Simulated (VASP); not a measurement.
VASP ran on this input.

POSCAR:
```
InAs
1
    4.3093885057     0.0000000000     0.0000000000
   -2.1546942528     3.7320399947    -0.0000000000
    0.0000000000     0.0000000000     7.0839985439
In As
2 2
Direct
  0.6666670000   0.3333330000   0.5006181919
  0.3333330000   0.6666670000   0.0006181919
  0.6666670000   0.3333330000   0.8748818081
  0.3333330000   0.6666670000   0.3748818081
```

### INCAR
```
# general
SYSTEM =InAs
PREC   =Accurate
ENCUT  =400
LREAL  =F
LASPH  =T   # aspherical one-centre terms

# electronic loop
EDIFF  =1E-6
NELM   =100   # most electronic steps
ALGO   =Normal
LMAXMIX=4   # l cut-off of mixed one-centre charges
LMIXTAU=T

# smearing
ISMEAR =0   # Gaussian
SIGMA  =0.05   # width (eV)

# functional
METAGGA=R2SCAN

# ions
IBRION =2
NSW    =60   # most ionic steps
ISIF   =3   # ions, shape and volume
EDIFFG =-0.02

# output
LWAVE  =F
LCHARG =F
```

File KPOINTS:
```
Regular mesh
0
Gamma
  6 6 3
0 0 0
```

POTCAR, in this order: In_d As (PBE.64 set). Program: vasp_std.

Q: Write an equivalent input for Ansatz.

A: One equivalent input (not run):
Ansatz 0.2 input:
```yaml
crystal:
  lattice:
    - [4.3093885, 0.0000000, 0.0000000]
    - [-2.1546943, 3.7320400, 0.0000000]
    - [0.0000000, 0.0000000, 7.0839985]
  atoms:
    - { symbol: In, position: [0.6666670, 0.3333330, 0.5006182] }
    - { symbol: In, position: [0.3333330, 0.6666670, 0.0006182] }
    - { symbol: As, position: [0.6666670, 0.3333330, 0.8748818] }
    - { symbol: As, position: [0.3333330, 0.6666670, 0.3748818] }
kpoints:
  mp_grid: { grid: [6, 6, 3] }
hamiltonian:
  xc: r2scan
  pseudopotentials: { kind: paw }
scf:
  occupations: { method: gaussian, width: 0.05 }
  max_iter: 100
relax:
  max_steps: 60
  f_tol: 0.02
  cell: {}
output: { forces: true, stress: true, eigenvalues: true }
```
Limits of the translation: each code has its own PAW files, so the cut-off isn't converted (ENCUT is set for VASP's; basis.ecutwfc is left out, and Ansatz then takes the one that its files recommend); Ansatz stops its SCF on the density residual and VASP on the energy change (EDIFF).

The structure comes from a computed database's InAs entry (P6_3mc); how it stands against other phases isn't given here. It was relaxed first. The start is the result of an earlier pass.
